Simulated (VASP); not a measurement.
```xyz
3
Lattice="0.0000 2.5804 2.5804 2.5804 0.0000 2.5804 2.5804 2.5804 0.0000" Properties=species:S:1:pos:R:3 pbc="T T T"
Ce     0.0000     0.0000     0.0000
O      1.2902     1.2902     1.2902
O      3.8705     3.8705     3.8705
```

Computed with LDA (Ceperley-Alder, Perdew-Zunger), VASP's LDA PAW potentials (set 64) (plane waves; VASP). Numerical set-up: 620 eV cut-off, 7×7×7 Γ-centred mesh, Gaussian smearing of 0.050 eV, potentials Ce O.

Question: Predict the energy per atom (σ→0), pressure.

Answer: 
- energy per atom (σ→0): -9.499 eV/atom
- pressure: 30.07 GPa

The compound is CeO2 in the fluorite structure. It was relaxed first under an external pressure of 30 GPa. The run is not spin-polarised, so no magnetic state was tried.
